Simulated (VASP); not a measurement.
Input:

```
CELL_PARAMETERS angstrom
      4.07837     0.00000     0.00000
      0.00000     4.07837     0.00000
      0.00000     0.00000     4.07837
ATOMIC_POSITIONS crystal
  K  0.00000 0.00000 0.00000
  Zn 0.50000 0.50000 0.50000
  F  0.50000 0.00000 0.50000
  F  0.00000 0.50000 0.50000
  F  0.50000 0.50000 0.00000
```

Level of theory: optB86b-vdW, VASP's PBE PAW potentials (set 64) (plane waves; VASP 6.6.1). Numerical set-up: 520 eV cut-off, 6×6×6 Γ-centred mesh, Gaussian smearing of 0.050 eV, potentials K_sv Zn F.

**Question.** The job: KZnF3 (cubic perovskite), 5 atoms, optB86b-vdW, static run, 520 eV, 6×6×6 Γ-centred mesh. Roughly how much core time does it take on a busy server core?

**Answer.** About 50 core-seconds (one run on a shared machine, a rough figure). It had 20 irreducible k-points, 25 bands, up to 1856 plane waves and 19 electronic steps.

The compound is KZnF3 in the cubic perovskite structure. It was relaxed first.
